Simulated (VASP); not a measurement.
Given:

```
CELL_PARAMETERS angstrom
      3.92151     0.00000     0.00000
      0.00000     3.92151     0.00000
      0.00000     0.00000     3.92151
ATOMIC_POSITIONS crystal
  Sr 0.00000 0.00000 0.00000
  Ti 0.50000 0.50000 0.50000
  O  0.50000 0.00000 0.50000
  O  0.00000 0.50000 0.50000
  O  0.50000 0.50000 0.00000
```

Calculation: PBE GGA with D3 dispersion (zero damping), VASP's PBE PAW potentials (set 64) (plane waves; VASP 6.6.1). Settings: 520 eV cut-off, 6×6×6 Γ-centred mesh, Gaussian smearing of 0.050 eV, potentials Sr_sv Ti_sv O.

**Question.** What does the run give for the energy per atom (σ→0), band gap (on the k-mesh) with the smallest direct gap where there is one?

**Answer.** 
| Item | Result |
|---|---|
| band gap (on the k-mesh) | 1.83 eV |
| smallest direct gap (on the k-mesh) | 2.19 eV |
| energy per atom (σ→0) | -8.199 eV/atom |

Only differences to runs with the same potentials and settings are physical.

The compound is SrTiO3 in the cubic perovskite structure, the ideal cubic form; the compound distorts at low or room temperature. It was relaxed first.
